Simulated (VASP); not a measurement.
Level of theory: PBE GGA, VASP's PBE PAW potentials (set 64) (plane waves; VASP 6.6.1). Each cell was relaxed at this level, without spin-orbit coupling.

Question: Which of these comes out without a gap?
A. Au, Fm-3m (225)
B. CuCl, F-43m (216)
C. CdSe, P6_3mc (186)
D. SnS, Pnma (62)

Answer: A, Au, Fm-3m (225). The others have gaps of 0.54 eV (CuCl, F-43m (216)), 0.55 eV (CdSe, P6_3mc (186)), 0.94 eV (SnS, Pnma (62)).
